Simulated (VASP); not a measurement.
The system is MgAgI3.

```
CELL_PARAMETERS angstrom
5.84785 0.00000 0.00000
0.00000 5.84785 0.00000
0.00000 0.00000 5.84785
ATOMIC_POSITIONS crystal
Mg 0.00000 0.00000 0.00000
Ag 0.50000 0.50000 0.50000
I 0.50000 0.00000 0.00000
I 0.00000 0.50000 0.00000
I 0.00000 0.00000 0.50000
```

The cell was built by a generator and needn't be a form met in nature.

The cell isn't the ideal one: random cell by space group and Wyckoff sites (Pm-3m, No. 221).

| Item | Value |
| --- | --- |
| Program | VASP 6.6.1 |
| Task | relaxation of cell and atoms |
| Functional | PBE |
| Potentials or basis | VASP PAW PBE potentials, release 64 (Mg, Ag, I) |
| Cutoff | 600 eV |
| k mesh | 4 × 4 × 4 |
| Occupations | gaussian, width 0.1 eV |
| Spin | no spin polarisation |

At the start: pressure -1.0 GPa; volume 40.00 Å³/atom.

Problem. Where does the relaxation end?

Solution. Over 3 steps the energy falls by 7.4 meV/atom and the volume is 37.87 Å³/atom (-5.3 %); space group Pm-3m (No. 221, to 0.05 Å).

The path:
```tsv
step	energy change (eV)	largest force (eV/Å)	pressure (GPa)	volume (Å³)
1	0.0000	0.0000	-1.03	199.98
2	-0.0326	0.0000	-0.37	192.65
3	-0.0368	0.0000	-0.03	189.37
```

Final structure:
```xyz
5
Lattice="5.7426 0.0000 0.0000 0.0000 5.7426 0.0000 0.0000 0.0000 5.7426" Properties=species:S:1:pos:R:3 pbc="T T T"
Mg    0.0000    0.0000    0.0000
Ag    2.8713    2.8713    2.8713
I     2.8713    0.0000    0.0000
I     0.0000    2.8713    0.0000
I     0.0000    0.0000    2.8713
```
